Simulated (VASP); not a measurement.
CdS (zinc blende): the band gap from VASP (plane waves, PAW) at several levels of theory. Gaps are without spin-orbit coupling. Each level names its cell: its own relaxed one, PBE's, or the starting one. A gap is the smallest over the k-mesh and a band path; hybrids may have named points in place of the path, and GW has the mesh alone.

| level | band gap (eV) | error against measurement (eV) |
|---|---|---|
| LDA (own cell) | 0.96 | -1.52 |
| PBE (own cell) | 1.03 | -1.45 |
| PBEsol (own cell) | 1.00 | -1.48 |
| RPBE (own cell) | 1.13 | -1.35 |
| AM05 (own cell) | 1.11 | -1.37 |
| PBE-D3(BJ) (own cell) | 1.11 | -1.37 |
| PBE-D4 (own cell) | 1.11 | -1.37 |
| optB88-vdW (own cell) | 0.92 | -1.56 |
| rev-vdW-DF2 (own cell) | 0.93 | -1.55 |
| revTPSS (own cell) | 1.20 | -1.28 |
| SCAN (own cell) | 1.47 | -1.01 |
| r2SCAN (own cell) | 1.53 | -0.95 |
| r2SCAN+rVV10 (own cell) | 1.50 | -0.98 |

Measured: 2.48 eV at 4 K (as given by arXiv:1206.3780).

The cell of the LDA (own cell) run:

Space group F-43m (No. 216); a = 5.772 Å, b = 5.772 Å, c = 5.772 Å, α = 90.00°, β = 90.00°, γ = 90.00°

```
atom  site  symmetry       x       y       z
----  ----  --------  ------  ------  ------
Cd      4a      -43m  0.0000  0.0000  0.0000
S       4d      -43m  0.7500  0.7500  0.7500
```
(The calculation used a cell of 2 atoms; values per cell refer to that cell.)

Only levels that ran to the end are used. Left out are those held back, those with too coarse a band path, GW runs whose mesh misses a band edge, hybrids' fits of cells that aren't cubic and levels without matching references; a question may draw on a part of the rest.

The compound is CdS in the zinc blende structure, a metastable form; wurtzite is the usual one.
